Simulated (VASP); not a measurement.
Output of a VASP run:

### OSZICAR
```
...
DAV:   2    -0.902750819587E+02    0.40829E-04   -0.81949E-05  3606   0.784E-02    0.283E-02
DAV:   3    -0.902750771032E+02    0.48555E-05   -0.11688E-05  3402   0.280E-02    0.133E-02
DAV:   4    -0.902750745321E+02    0.25711E-05   -0.92953E-06  3504   0.230E-02    0.912E-03
DAV:   5    -0.902750767920E+02   -0.22599E-05   -0.10066E-06  1686   0.101E-02    0.437E-03
DAV:   6    -0.902750762868E+02    0.50520E-06   -0.64212E-07  1620   0.669E-03
   5 F= -.88945916E+02 E0= -.88946333E+02  d E =-.112069E-03
       N       E                     dE             d eps       ncg     rms          rms(c)
DAV:   1    -0.902758479027E+02   -0.77111E-03   -0.14209E-03  2958   0.333E-01    0.876E-02
DAV:   2    -0.902758275725E+02    0.20330E-04   -0.57238E-05  3528   0.657E-02    0.234E-02
DAV:   3    -0.902758233526E+02    0.42200E-05   -0.80775E-06  3414   0.234E-02    0.107E-02
DAV:   4    -0.902758200597E+02    0.32929E-05   -0.64676E-06  3468   0.192E-02    0.721E-03
DAV:   5    -0.902758190832E+02    0.97651E-06   -0.69736E-07  1632   0.838E-03
   6 F= -.88945932E+02 E0= -.88946343E+02  d E =-.127988E-03
       N       E                     dE             d eps       ncg     rms          rms(c)
DAV:   1    -0.902759123666E+02   -0.92307E-04   -0.21092E-05  3000   0.411E-02    0.101E-02
DAV:   2    -0.902759119050E+02    0.46163E-06   -0.89802E-07  1764   0.892E-03
   7 F= -.88945932E+02 E0= -.88946343E+02  d E =-.128451E-03
       N       E                     dE             d eps       ncg     rms          rms(c)
DAV:   1    -0.902796770460E+02   -0.37647E-02   -0.15332E-02  2940   0.112E+00    0.349E-01
DAV:   2    -0.902793456700E+02    0.33138E-03   -0.93740E-04  3108   0.269E-01    0.841E-02
DAV:   3    -0.902792474496E+02    0.98220E-04   -0.17657E-04  3276   0.105E-01    0.366E-02
DAV:   4    -0.902792190211E+02    0.28429E-04   -0.66872E-05  3366   0.642E-02    0.285E-02
DAV:   5    -0.902792112072E+02    0.78139E-05   -0.97846E-06  3438   0.341E-02    0.737E-03
DAV:   6    -0.902792164481E+02   -0.52409E-05   -0.69433E-06  3288   0.285E-02    0.399E-03
DAV:   7    -0.902792115883E+02    0.48598E-05   -0.21641E-06  2530   0.178E-02    0.286E-03
DAV:   8    -0.902792157339E+02   -0.41456E-05   -0.72813E-07  1620   0.987E-03    0.688E-04
DAV:   9    -0.902792146904E+02    0.10434E-05   -0.73031E-08  1614   0.266E-03    0.372E-04
DAV:  10    -0.902792149291E+02   -0.23864E-06   -0.38235E-09  1554   0.501E-04
   8 F= -.88945917E+02 E0= -.88946316E+02  d E =0.150245E-04
       N       E                     dE             d eps       ncg     rms          rms(c)
DAV:   1    -0.902775394958E+02    0.16752E-02   -0.48613E-03  2940   0.629E-01    0.196E-01
DAV:   2    -0.902774234454E+02    0.11605E-03   -0.29533E-04  3108   0.151E-01    0.474E-02
DAV:   3    -0.902773946606E+02    0.28785E-04   -0.55538E-05  3276   0.591E-02    0.208E-02
DAV:   4    -0.902773856512E+02    0.90094E-05   -0.20908E-05  3384   0.360E-02    0.161E-02
DAV:   5    -0.902773911904E+02   -0.55392E-05   -0.30656E-06  3216   0.191E-02    0.426E-03
DAV:   6    -0.902773874293E+02    0.37611E-05   -0.20903E-06  2362   0.159E-02    0.189E-03
DAV:   7    -0.902773904380E+02   -0.30087E-05   -0.69832E-07  1608   0.951E-03    0.131E-03
DAV:   8    -0.902773881024E+02    0.23356E-05   -0.24470E-07  1536   0.541E-03    0.526E-04
DAV:   9    -0.902773886569E+02   -0.55453E-06   -0.22937E-08  1542   0.140E-03
   9 F= -.88945956E+02 E0= -.88946362E+02  d E =-.238824E-04
```

**OUTCAR**
```
------------------------ aborting loop because EDIFF is reached ----------------------------------------
  FORCE on cell =-STRESS in cart. coord.  units (eV):
  Direction    XX          YY          ZZ          XY          YZ          ZX
  --------------------------------------------------------------------------------------
  Total        1.3149412      1.3149412      1.3380663      0.0000000     -0.0000000      0.0000000
  in kB       49.3806840     49.3806826     50.2491107      0.0000000     -0.0000000      0.0000000
  external PRESSURE =      -0.3298409 kB  Pullay stress =      50.0000000 kB
  volume of cell :       42.66
      direct lattice vectors                 reciprocal lattice vectors
     1.574433536 -2.726998837  0.000000000     0.317574536 -0.183351747 -0.000000000
     1.574433536  2.726998837  0.000000000     0.317574536  0.183351747 -0.000000000
     0.000000000 -0.000000000  4.968445599    -0.000000000 -0.000000000  0.201270192
 POSITION                                       TOTAL-FORCE (eV/Angst)
 -----------------------------------------------------------------------------------
      1.57443      0.90900      1.24211        -0.000000     -0.000000      0.000000
      1.57443     -0.90900      3.72633         0.000000      0.000000      0.000000
 -----------------------------------------------------------------------------------
    total drift:                                0.000004      0.000178     -0.000015
  FREE ENERGIE OF THE ION-ELECTRON SYSTEM (eV)
  ---------------------------------------------------
  free  energy   TOTEN  =       -90.2773886569 eV

  energy  without entropy=      -90.2786082545  energy(sigma->0) =      -90.27779519
  enthalpy is  TOTEN    =       -88.9459558894 eV   P V=        1.3314327675

 reached required accuracy - stopping structural energy minimisation
```
(Selected blocks of OUTCAR.)

**POSCAR**
```
Hf
1
    1.5763708219    -2.7303543175     0.0000000000
    1.5763708219     2.7303543175    -0.0000000000
   -0.0000000000     0.0000000000     4.9628498616
Hf
2
Direct
  0.3333330000   0.6666670000   0.2500000000
  0.6666670000   0.3333330000   0.7500000000
```

**Question.** Reconstruct the remaining input files.

**Answer.** This is not unique; one that fits is the input of the run itself, r2SCAN meta-GGA, plane waves, VASP's PBE PAW potentials (set 64).

**KPOINTS**
```
Automatic mesh
0
Gamma
13 13 8
0 0 0
```

INCAR:
```
ALGO = Normal
EDIFF = 1E-6
EDIFFG = -0.02
ENCUT = 500
IBRION = 2
ISIF = 3
ISMEAR = 1
LASPH = .True.
LCHARG = .False.
LMAXMIX = 6
LMIXTAU = .True.
LREAL = .False.
LWAVE = .False.
METAGGA = R2SCAN
NELM = 100
NSW = 40
PREC = Accurate
PSTRESS = 50
SIGMA = 0.1
SYSTEM = Hf
```

POTCAR, in this order: Hf_pv (PBE.64 set). Program: vasp_std.

The compound is Hf in the hcp structure. This run relaxes it under an external pressure of 5 GPa. Symmetry was kept, so distortions that lower it aren't found.
